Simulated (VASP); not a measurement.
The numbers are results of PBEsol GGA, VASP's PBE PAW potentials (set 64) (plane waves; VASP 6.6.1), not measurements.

VASP input:

**KPOINTS**
```
Automatic mesh
0
Gamma
7 7 7
0 0 0
```

INCAR:
```
ALGO  =  Normal
EDIFF  =  1E-7
ENCUT  =  400
GGA  =  PS
ISIF  =  2
ISMEAR  =  -5
LASPH  =  .TRUE.
LCHARG  =  .TRUE.
LEFG  =  .TRUE.
LMAXMIX  =  6
LORBIT  =  11
LREAL  =  .FALSE.
LWAVE  =  .FALSE.
NEDOS  =  601
NELM  =  100
PREC  =  Accurate
SYSTEM  =  W
```

POSCAR:
```
W
1
    5.0362294859     0.0000000000     0.0000000000
    0.0000000000     5.0362294859     0.0000000000
    0.0000000000     0.0000000000     5.0362294859
W
8
Direct
  0.0000000000   0.0000000000   0.0000000000
  0.5000000000   0.5000000000   0.5000000000
  0.0000000000   0.5000000000   0.2500000000
  0.0000000000   0.5000000000   0.7500000000
  0.2500000000   0.0000000000   0.5000000000
  0.7500000000   0.0000000000   0.5000000000
  0.5000000000   0.7500000000   0.0000000000
  0.5000000000   0.2500000000   0.0000000000
```

POTCAR, in this order: W_sv (PBE.64 set). Program: vasp_std.

Unless said otherwise, spin-orbit coupling is left out, though it shifts the bands of the heavy elements here.

Task: What does the run give for the energy per atom (σ→0), band gap (on the k-mesh)?

Result: 
```yaml
energy per atom (σ→0): -13.707 eV/atom
band gap (on the k-mesh): none (metal, semimetal or under 0.01 eV)
```

File OSZICAR:
```
...
DAV:   8    -0.109682646810E+03    0.54739E-01   -0.31037E-01  3338   0.451E+00    0.115E+00
DAV:   9    -0.109657986072E+03    0.24661E-01   -0.43268E-02  3256   0.146E+00    0.270E-01
DAV:  10    -0.109657699693E+03    0.28638E-03   -0.33921E-03  3364   0.417E-01    0.112E-01
DAV:  11    -0.109657694378E+03    0.53143E-05   -0.22119E-04  3264   0.749E-02    0.305E-02
DAV:  12    -0.109657698671E+03   -0.42929E-05   -0.16004E-05  3159   0.225E-02    0.104E-02
DAV:  13    -0.109657696579E+03    0.20924E-05   -0.24529E-06  3320   0.118E-02    0.434E-03
DAV:  14    -0.109657696488E+03    0.91011E-07   -0.14450E-07  1868   0.256E-03
   1 F= -.10965770E+03 E0= -.10965770E+03  d E =0.000000E+00
```

The structure comes from a measured W entry (Pm-3n) of the Crystallography Open Database, whose conditions weren't checked. It was relaxed first.
